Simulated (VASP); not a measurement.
```
AgSbSeTe
1.0
    4.10536     0.00000     0.00000
    0.00000     4.10536     0.00000
    0.00000     0.00000     5.88635
Ag Sb Te Se
1 1 1 1
Direct
  0.00000   0.00000   0.00000
  0.50000   0.50000   0.50000
  0.50000   0.50000   0.00000
  0.00000   0.00000   0.50000
```

The numbers are results of PBEsol GGA with spin-orbit coupling, VASP's PBE PAW potentials (set 64) (plane waves; VASP), not measurements. Settings: 400 eV cut-off, 7×7×5 Γ-centred mesh, Gaussian smearing of 0.050 eV, potentials Ag Sb Te Se.

### Question
Give the energies of bands 21 to 34 at the high-symmetry points, in eV from the Fermi level.

### Answer

| band | Γ | X | M | Z | R | A |
|---|---|---|---|---|---|---|
| 21 | -3.57 | -2.96 | -3.24 | -1.96 | -1.87 | -3.56 |
| 22 | -3.57 | -2.96 | -3.24 | -1.96 | -1.87 | -3.56 |
| 23 | -1.80 | -2.33 | -3.13 | -1.95 | -1.07 | -3.38 |
| 24 | -1.80 | -2.33 | -3.13 | -1.95 | -1.07 | -3.38 |
| 25 | -1.20 | -1.02 | -2.93 | -1.23 | -0.44 | -2.55 |
| 26 | -1.20 | -1.02 | -2.93 | -1.23 | -0.44 | -2.55 |
| 27 | -0.80 | -0.81 | -2.65 | -1.22 | -0.15 | -0.42 |
| 28 | -0.80 | -0.81 | -2.65 | -1.22 | -0.15 | -0.42 |
| 29 | 1.15 | -0.41 | 0.06 | -0.16 | 0.05 | 0.39 |
| 30 | 1.15 | -0.41 | 0.06 | -0.16 | 0.05 | 0.39 |
| 31 | 3.10 | 1.61 | 3.47 | 3.21 | 0.53 | 2.80 |
| 32 | 3.10 | 1.61 | 3.47 | 3.21 | 0.53 | 2.80 |
| 33 | 3.42 | 4.50 | 3.48 | 3.26 | 0.92 | 4.66 |
| 34 | 3.42 | 4.50 | 3.48 | 3.26 | 0.92 | 4.66 |

It has no gap at this level: it comes out as a metal or semimetal.

The structure comes from a computed database's AgSbTeSe entry (P4/mmm); how it stands against other phases isn't given here. It was relaxed first, which changed the volume by -6 %.
